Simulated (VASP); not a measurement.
Input:

```
Pd
1.0
    0.00000     1.88600     1.88600
    1.88600     0.00000     1.88600
    1.88600     1.88600     0.00000
Pd
1
Cartesian
  0.00000   0.00000   0.00000
```

The numbers are results of PBEsol GGA, VASP's PBE PAW potentials (set 64) (plane waves; VASP), not measurements. Numerical set-up: 500 eV cut-off, 17×17×17 Γ-centred mesh, first-order Methfessel-Paxton smearing of 0.10 eV, potentials Pd.

Energy and stress use the plane-wave basis of the starting cell.

### Question
The ions, cell shape and volume at an external pressure of 30.0 GPa are relaxed. Give the cell that the relaxation ends in.

### Answer

```
Pd
1.0
    0.00000     1.86718     1.86718
    1.86718     0.00000     1.86718
    1.86718     1.86718     0.00000
Pd
1
Direct
  0.00000   0.00000   0.00000
```
Space group Fm-3m (225), at a tolerance of 0.03 Å.

### Question
How do energy and volume change from the first to the last step?

### Answer
The energy (σ→0) changes by +61.6 meV/atom and the volume by -3.0 %, in 4 ionic steps.

| step | E(σ→0) (eV) | max force (eV/Å) | pressure (GPa) | volume (Å³) |
|---|---|---|---|---|
| 1 | -5.8909 | 0.000 | 20.00 | 13.42 |
| 2 | -5.4736 | 0.000 | 71.60 | 11.86 |
| 3 | -5.8317 | 0.000 | 29.59 | 13.03 |
| 4 | -5.8292 | 0.000 | 29.98 | 13.02 |

The compound is Pd in the fcc structure. This run relaxes it under an external pressure of 30 GPa. Symmetry was kept, so distortions that lower it aren't found.
